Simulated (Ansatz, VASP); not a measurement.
**TiB2: VASP beside Ansatz**

Wanted: the spread between two codes on one cell, functional and k mesh. The structure shown is the end of the VASP relaxation below.

Method: plane waves, with VASP 6.6.1 beside it; single point at PBEsol with D3(BJ), in Ansatz 0.2.0.

## 1. The starting structure

Symmetry: P6/mmm, No. 191, hexagonal system. The conventional cell has a = 2.982 Å, b = 2.982 Å, c = 3.127 Å, α = 90.00°, β = 90.00°, γ = 120.00°. Ti has 12 B at 2.33 Å nearest. Nearest to B lie 3 B at 1.72 Å and 6 Ti at 2.33 Å. Farther neighbours are not listed.

## 2. VASP: relaxation, PBEsol with D3(BJ)

This run makes the geometry at which the two programs are then compared.

Lines of VASP's logs that name or quote its potential files are left out, and so is its time.

Input file INCAR:

```
SYSTEM = TiB2
PREC = Accurate
ENCUT = 450
EDIFF = 1E-06
NELM = 100
ISMEAR = 0
SIGMA = 0.05
LREAL = .FALSE.
ALGO = Normal
GGA = PS
IVDW = 12
NBANDS = 15
LORBIT = 11
LWAVE = .FALSE.
LCHARG = .FALSE.
KPAR = 4
IBRION = 2
NSW = 30
ISIF = 4
EDIFFG = -0.01
```

Input file POSCAR:

```
TiB2
1.0
    2.9799559424      0.0000000000      0.0000000000
   -1.4899779711      2.5807175481      0.0000000000
    0.0000000000      0.0000000000      3.1315359071
Ti B
1 2
Direct
    0.0000000000      0.0000000000      0.0000000000
    0.6666666667      0.3333333333      0.5000000000
    0.3333333333      0.6666666667      0.5000000000
```

Input file KPOINTS:

```
Automatic mesh
0
Gamma
12 12 10
0 0 0
```

The projector-augmented-wave data sets are Ti_sv and B (PBE family, release 64).

Started as:

```console
mpirun -np 4 vasp_std
```

Numbers of over 12 decimals in the logs are rounded to 6 here.

The log of the run:

```text
[banner, memory and clock lines left out]
running    4 mpi-ranks, on    1 nodes
 distrk:  each k-point on    1 cores,    4 groups
 distr:  one band on    1 cores,    1 groups

 POSCAR found type information on POSCAR TiB
 POSCAR found :  2 types and       3 ions
|                                                                             |
|               ----> ADVICE to this user running VASP <----                  |
|                                                                             |
|     You enforced a specific xc type in the INCAR file but a different       |
|     [... a line on the potential file left out ...]
|     I HOPE YOU KNOW WHAT YOU ARE DOING!                                     |
|                                                                             |

 LDA part: xc-table for (Slater+PW92), standard interpolation
 POSCAR, INCAR and KPOINTS ok, starting setup
 FFT: planning ... GRIDC
 FFT: planning ... GRID_SOFT
 FFT: planning ... GRID
 WAVECAR not read
 entering main loop
       N       E                     dE             d eps       ncg     rms          rms(c)
DAV:   1     0.114529688096E+03    0.11453E+03   -0.82957E+03  3420   0.126E+03
DAV:   2    -0.240178953221E+02   -0.13855E+03   -0.13403E+03  3595   0.343E+02
DAV:   3    -0.306592745575E+02   -0.66414E+01   -0.65772E+01  4894   0.752E+01
DAV:   4    -0.308372330766E+02   -0.17796E+00   -0.17787E+00  4116   0.107E+01
DAV:   5    -0.308414484825E+02   -0.42154E-02   -0.42153E-02  5082   0.142E+00    0.187E+01
DAV:   6    -0.257189825099E+02    0.51225E+01   -0.19869E+01  4663   0.532E+01    0.418E+00
DAV:   7    -0.257439696077E+02   -0.24987E-01   -0.10640E+00  3679   0.115E+01    0.383E+00
DAV:   8    -0.257493881399E+02   -0.54185E-02   -0.79484E-02  5445   0.234E+00    0.684E-01
DAV:   9    -0.257491213613E+02    0.26678E-03   -0.20422E-02  4197   0.195E+00    0.177E-01
DAV:  10    -0.257490982608E+02    0.23101E-04   -0.38271E-03  4246   0.838E-01    0.165E-01
DAV:  11    -0.257488848750E+02    0.21339E-03   -0.39519E-04  4402   0.230E-01    0.673E-02
DAV:  12    -0.257488701254E+02    0.14750E-04   -0.60324E-05  4702   0.890E-02    0.210E-02
DAV:  13    -0.257488701560E+02   -0.30507E-07   -0.53551E-06  3834   0.225E-02
   1 F= -.26928290E+02 E0= -.26927880E+02  d E =-.269283E+02
 curvature:   0.00 expect dE= 0.000E+00 dE for cont linesearch  0.000E+00
 trial: gam= 0.00000 g(F)=  0.340E-51 g(S)=  0.227E-03 ort = 0.000E+00 (trialstep = 0.100E+01)
 search vector abs. value=  0.227E-03
 bond charge predicted
       N       E                     dE             d eps       ncg     rms          rms(c)
DAV:   1    -0.257492312660E+02   -0.36114E-03   -0.13591E-02  3980   0.169E+00    0.120E-01
DAV:   2    -0.257490438430E+02    0.18742E-03   -0.62736E-04  3534   0.263E-01    0.698E-02
DAV:   3    -0.257489704655E+02    0.73378E-04   -0.87181E-05  4524   0.114E-01    0.217E-02
DAV:   4    -0.257489617107E+02    0.87548E-05   -0.16126E-05  3992   0.457E-02    0.311E-03
DAV:   5    -0.257489613839E+02    0.32679E-06   -0.11110E-06  2706   0.124E-02
   2 F= -.26928397E+02 E0= -.26928036E+02  d E =-.106785E-03
 trial-energy change:   -0.000107  1 .order   -0.000111   -0.000227    0.000006
 step:   0.9763(harm=  0.9763)  dis= 0.00000  next Energy=   -26.928401 (dE=-0.111E-03)
 reached required accuracy - stopping structural energy minimisation
```

From OUTCAR (step 2):

```text
ion  position               nearest neighbor table
   1  0.000  0.000  0.000-   2 2.33   3 2.33   2 2.33   3 2.33   3 2.33   3 2.33   2 2.33   2 2.33
                             2 2.33   2 2.33   3 2.33   3 2.33
   2  0.667  0.333  0.500-   3 1.72   3 1.72   3 1.72   1 2.33   1 2.33   1 2.33   1 2.33   1 2.33
                             1 2.33
   3  0.333  0.667  0.500-   2 1.72   2 1.72   2 1.72   1 2.33   1 2.33   1 2.33   1 2.33   1 2.33
                             1 2.33

  LATTYP: Found a hexagonal cell.
 ALAT       =     2.9799559424
 C/A-ratio  =     1.0508665120

 Subroutine GETGRP returns: Found 24 space group operations
 (whereof 24 operations were pure point group operations)

The static configuration has the point symmetry D_6h.

 Found    114 irreducible k-points:

   k-points           NKPTS =    114   k-points in BZ     NKDIM =    114   number of bands    NBANDS=     15

   dimension x,y,z NGX =    24 NGY =   24 NGZ =   24
   dimension x,y,z NGXF=    48 NGYF=   48 NGZF=   48

   ENCUT  =  450.0 eV  33.07 Ry    5.75 a.u.   5.15  5.15  5.42*2*pi/ulx,y,z

   NELECT =      18.0000    total number of electrons

 k-points in reciprocal lattice and weights: Automatic mesh
   0.00000000  0.00000000  0.00000000       0.001
   0.08333333 -0.00000000  0.00000000       0.004
   0.16666667  0.00000000  0.00000000       0.004
   0.25000000 -0.00000000  0.00000000       0.004
   0.33333333  0.00000000  0.00000000       0.004
   0.41666667 -0.00000000  0.00000000       0.004
   0.50000000 -0.00000000  0.00000000       0.002
   0.08333333  0.08333333  0.00000000       0.004
   0.16666667  0.08333333  0.00000000       0.008
[...]
0.33333333  0.25000000  0.50000000       0.008
   0.33333333  0.33333333  0.50000000       0.001

 Edisp (eV)   -1.17942

 average (electrostatic) potential at core
       1 -69.8032       2 -21.6427       3 -21.6427

 E-fermi :  10.6293

 k-point     1 :       0.0000    0.0000    0.0000
  band No.  band energies     occupation
    ...
      5      -3.1736      2.00000
      6       7.7698      2.00000
      7       7.7698      2.00000
      8       8.3473      2.00000
      9       8.4873      2.00000
     10      12.7098      0.00000
     11      12.7098      0.00000
     12      14.7130      0.00000
     13      14.7130      0.00000
     14      16.5384      0.00000
    ...

 k-point     2 :       0.0833   -0.0000    0.0000
  band No.  band energies     occupation
    ...
      5      -3.0334      2.00000
      6       7.3907      2.00000
      7       7.7565      2.00000
      8       8.3501      2.00000
      9       8.4137      2.00000
     10      12.6669      0.00000
     11      12.9735      0.00000
     12      14.1021      0.00000
     13      14.1962      0.00000
     14      17.1702      0.00000
    ...

 k-point     3 :       0.1667    0.0000    0.0000
  band No.  band energies     occupation
    ...
      5      -2.6234      2.00000
      6       6.4174      2.00000
      7       7.6998      2.00000
      8       8.0448      2.00000
      9       8.5612      2.00000
     10      12.5518      0.00000
     11      13.2835      0.00000
     12      13.6002      0.00000
     13      13.6061      0.00000
     14      17.9564      0.00000
    ...

 Edisp (eV)   -1.17944

  Total       0.63258     0.63258     0.63612     0.00000     0.00000     0.00000
  in kB      42.08431    42.08431    42.31970     0.00000     0.00000     0.00000
  external pressure =       42.16 kB  Pullay stress =        0.00 kB

  energy-cutoff  :      450.00
  volume of cell :       24.08
      direct lattice vectors                 reciprocal lattice vectors
     2.982280987  0.000000000  0.000000000     0.335313810  0.193593518 -0.000000000
    -1.491140493  2.582731096  0.000000000    -0.000000000  0.387187037 -0.000000000
     0.000000000  0.000000000  3.126654997     0.000000000 -0.000000000  0.319830618

 POSITION                                       TOTAL-FORCE (eV/Angst)
 -----------------------------------------------------------------------------------
      2.98228      0.00000      0.00000        -0.000000     -0.000000      0.000000
      1.49114      0.86091      1.56333        -0.000000     -0.000000      0.000000
     -0.00000      1.72182      1.56333         0.000000      0.000000     -0.000000
 -----------------------------------------------------------------------------------
    total drift:                                0.000000      0.000000     -0.000000

  FREE ENERGIE OF THE ION-ELECTRON SYSTEM (eV)
  ---------------------------------------------------
  free  energy   TOTEN  =       -26.9283968195 eV

  energy  without entropy=      -26.9276757401  energy(sigma->0) =      -26.92803628

 reached required accuracy - stopping structural energy minimisation

 total charge
# of ion       s       p       d       tot
------------------------------------------
    1        2.192   6.246   2.121  10.559
    2        0.699   1.376   0.000   2.075
    3        0.699   1.376   0.000   2.075
--------------------------------------------------
tot          3.590   8.998   2.121  14.710

[... 3 further parts left out ...]
```

## 3. Ansatz: single point, PBEsol with D3(BJ), volume scaled by 0.985

Ansatz runs on its default PAW (the set named soft_2) files.

The same cell, functional, mesh and smearing now go to Ansatz, which takes its cutoff from its data sets.

Input file input.yaml:

```yaml
crystal:
  lattice:
    - [2.98228099, 0.0, 0.0]
    - [-1.49114049, 2.5827311, 0.0]
    - [0.0, 0.0, 3.126655]
  atoms:
    - { symbol: Ti, position: [0.0, 0.0, 0.0] }
    - { symbol: B, position: [0.66666667, 0.33333333, 0.5] }
    - { symbol: B, position: [0.33333333, 0.66666667, 0.5] }
hamiltonian:
  xc: pbesol
  pseudopotentials: { kind: paw }
  dispersion: d3bj
kpoints:
  mp_grid: { grid: [12, 12, 10] }
scf:
  occupations: { method: gaussian, width: 0.05 }
  n_extra_bands: 4
output:
  forces: true
  stress: true
  eigenvalues: true
```

Started as:

```console
ansatz run input.yaml --threads 2 --pin off --max-ram 4608MiB --backend cpu --events-out ev --progress --plain --runs-dir out
```

The log of the run:

```text
scf.n_extra_bands = 4 over 9 filled bands (N_el = 18.0): the run solves 13 bands
Engine: ansatz 0.2.0, x86_64-unknown-linux-gnu
Pseudopotentials: kind: paw
Pseudopotential: Ti, paw, valence charge 12, recommended cutoff 420 eV (normal), Ti.paw.azcp
Pseudopotential: B, paw, valence charge 3, recommended cutoff 420 eV (normal), B.paw.azcp
Functional definition: PBEsol
  exchange = pbesol_x
  correlation = pbesol_c
Crystal: 3 atoms, lattice volume = 24.083 Å³
Basis set: ecut = 420 eV, 455 PW (Γ), exchange–correlation on 40×40×48 points (8 copies of the dense FFT grid, shifted against one another)
Bands: 13, of which v1, the nominal top of the filled ones, is band 9 counted from 1 (8 counted from 0)
Symmetry: 24 space group operations
Space group: P6/mmm (ITA 191), of the structure as read, at distance tolerance 2.9e-5 Å
k-points: 114 of 1440
Non-local potential: Ti, projectors of the file, l = 0: 3, l = 1: 2, l = 2: 3, l = 3: 1
Non-local potential: B, projectors of the file, l = 0: 2, l = 1: 2, l = 2: 1
PAW form: soft (Blöchl's): semilocal exchange-correlation on the pseudo side does not see the compensation charge
PAW frozen core: Ti, regenerated for the run's functional, and the local potential with it (the file was generated under x = pbe(κ = 0.804, μ = 0.219515), c = pbe(β = 0.066725))
PAW frozen core: B, regenerated for the run's functional, and the local potential with it (the file was generated under x = pbe(κ = 0.804, μ = 0.219515), c = pbe(β = 0.066725))
PAW one-centre angular grid: Ti, 590 points (default); XC on 64 Gauss nodes
PAW one-centre angular grid: B, 110 points (default); XC on 64 Gauss nodes
Initial density: superposition of atomic densities (neutral atoms: chi_scale 0, normalization atom), corrected by the library's trained network
Initial wavefunctions: pseudopotential atomic-orbital guess
Functional: x = pbesol(κ = 0.804, μ = 0.123457), c = pbesol(β = 0.046)
SCF iter   1: F=—  HF=-2783.769467 eV  |F-HF|=—  |Δ(HF+E_count)|=         —  Δρ=7.02e-3  dr2=9.30e-3  ethr=1.77e-3  ⟨swp⟩=4.6  Hψ=7095  notcnv=0
preconditioner: auto → none  [metal: Δε(μ)=0.045 eV  Ē_g=8.558 eV  σ=0.050 eV  W_gap=0.47  n_scr=8 (ndim 8)  ℏωp=23.9 eV  f_vac=0.000  D(μ)=0.58/eV (n_scr^D=2)  sad-step TF]
SCF iter   2: F=—  HF=-2783.766383 eV  |F-HF|=—  |Δ(HF+E_count)|=   3.08e-3  Δρ=3.50e-3  dr2=2.94e-3  ethr=5.17e-5  ⟨swp⟩=2.8  Hψ=3445  notcnv=0  defer=1
SCF iter   3: F=—  HF=-2783.765224 eV  |F-HF|=—  |Δ(HF+E_count)|=   1.16e-3  Δρ=3.18e-4  dr2=2.30e-5  ethr=1.63e-5  ⟨swp⟩=2.0  Hψ=2501  notcnv=0  defer=1
SCF iter   4: F=—  HF=-2783.765240 eV  |F-HF|=—  |Δ(HF+E_count)|=   1.65e-5  Δρ=5.46e-5  dr2=5.85e-7  ethr=1.28e-7  ⟨swp⟩=2.9  Hψ=2418  notcnv=0  defer=1
iter 5 did not close the SCF: its close was put off for the readings that it lacked (scf_convergence_deferred on its scf_iter line)
SCF iter   5: F=-2783.765240 eV  HF=-2783.765240 eV  |F-HF|=4.13e-9  |Δ(HF+E_count)|=   2.91e-8  Δρ=7.07e-6  dr2=9.56e-9  ethr=3.25e-9  ⟨swp⟩=2.8  Hψ=2337  notcnv=0  defer=1
SCF iter   6: F=-2783.765240 eV  HF=-2783.765240 eV  |F-HF|=7.64e-11  |Δ(HF+E_count)|=   1.48e-9  Δρ=9.97e-7  dr2=1.12e-10  ethr=5.31e-11  ⟨swp⟩=1.9  Hψ=4624  notcnv=0
SCF 1 converged in 6 iterations: F = -2783.765240 eV  dr2 = 1.12e-10
  greatest PAW one-centre occupation: 0.999 electrons in one spin orbital (limit 2), on the Ti atom at site 0 (counted from 0), in its partial waves of l = 0
SCF converged after 6 iterations
Free energy (F): -2783.765240 eV
Harris-Foulkes:  -2783.765240 eV  (|F-HF|=7.64e-11)
Internal energy: -2783.764520 eV  (E = F + TS)
E sigma→0 (E₀):  -2783.764880 eV
Entropy (-TS):   -0.000721 eV (-0.240 meV/atom)
Fermi energy:    16.143427 eV
--- Per-component energies (eV) ---
  E_band       = -75.236740
  E_kinetic    = 380.908437
  E_local      = -751.468303  (includes V_loc(G=0)·N_el)
  E_nonlocal   = 30.467135
  E_hartree    = 322.781147
  E_xc         = -165.808706
  E_vxc        = -204.482531  (∫ρ·V_xc dr)
  E_paw        = -1173.709925  (= ΣΔE_a)
  E_vpaw       = -176.224048  (= ΣTr[D̂ρ^β])
  E_aug_tail   = 0.000123  (compensation charges beyond the density's cutoff)
  E_ewald      = -1425.923474
  E_disp       = -1.179759  (pairwise vdW)
  E_core_change = 0.168806  (= ΣΔE_core)
  E_smearing   = -0.000721  (= −TS)
  E_closure    = 0.000000  (closes the sum)
  Σ components = -2783.765240   (vs F -2783.765240, Δ=0.00e0)
--- Forces (eV/Å), atoms counted from 1 ---
  atom   1  Ti     0.00000000     0.00000000     0.00000000
  atom   2  B     -0.00000000     0.00000000     0.00000000
  atom   3  B      0.00000000    -0.00000000     0.00000000
  max |Σ_I F_I| component: 1.85e-17 eV/Å
--- Stress (GPa, compression-positive) ---
        3.866465       0.000000       0.000000
        0.000000       3.866465       0.000000
        0.000000       0.000000       4.082889
  P = ⅓ Tr σ = 3.9386 GPa (39.386 kbar)
--- Band table (eV; the first three rows and the last of 114) ---
  k-point 0: bands = [... 5 lower, 13.2752, 13.2752, 13.8581, 13.9979, 18.2330, 18.2330, 20.2266, 20.2266]
  k-point 1: bands = [... 5 lower, 12.6019, 13.3901, 13.3901, 15.1237, 17.8349, 17.8349, 19.9629, 19.9629]
  k-point 2: bands = [... 5 lower, 11.2066, 13.7309, 13.7309, 16.1929, 17.0824, 17.0824, 19.2534, 19.2534]
  k-point 113: bands = [... 5 lower, 7.3206, 10.3237, 12.8264, 12.8264, 18.9763, 20.9324, 20.9324, 21.0586]
```

Wall time 2.3 s (2 threads of Intel Xeon at 2.60GHz (Ice Lake), shared host); peak memory 0.39 GiB.

The run ends at a pressure of 3.94 GPa.

## 4. Comparison

Known differences besides the potentials themselves: the cutoff is 420 eV in Ansatz and 450 eV in VASP; Ansatz makes its cores anew for this functional, VASP keeps those of its PBE data sets; VASP leaves aspherical gradient terms in its spheres out (LASPH is not set), Ansatz keeps them. Total energies have different zeros and are not compared.

Compared:

```
                                        quantity  Ansatz  VASP  difference
                                  pressure (GPa)    3.94  4.22       -0.28
pressure without Ansatz's Pulay correction (GPa)    3.71  4.22       -0.50
```

Ansatz's pressure holds a Pulay correction of 0.23 GPa; VASP's holds none.

## 5. What the set-up changes

Further runs change the set-up of one program: Ansatz's method, potentials or start, or VASP's data sets, cutoff or form of LDA. The table gives Ansatz less VASP for each quantity, since a change that brings one quantity closer may part another.

```
                              run  pressure (GPa)
                         as above           -0.28
Ansatz's all-electron LAPW method           -0.31
```

## 6. Summary of results

| Quantity | Value |
| --- | --- |
| difference in pressure (single point, PBEsol with D3(BJ), volume scaled by 0.985) | -0.28 GPa |

In words: The difference in pressure is -0.28 GPa (single point, PBEsol with D3(BJ), volume scaled by 0.985), within the 1 GPa picked in this series as the mark of a large difference. For single point, PBEsol with D3(BJ), volume scaled by 0.985, no further run moves any of the tabulated differences by more than a quarter of its size. Such differences can come from data sets, numerical settings and the points named under the comparisons, not from the functional's error against experiment.

[Lines on the potential files, build, host, timing and source positions are cut from VASP's logs without a mark.]

[Logs are printed without paths, hosts, clocks, repeated set-up lines and the standing remarks that a program may print on its own settings, such as how far it seeks lower states.]

[Hosts, paths, dates, database ids (printed as entryN), source tags and the programs' standing remarks are cut or masked in the printed files.]
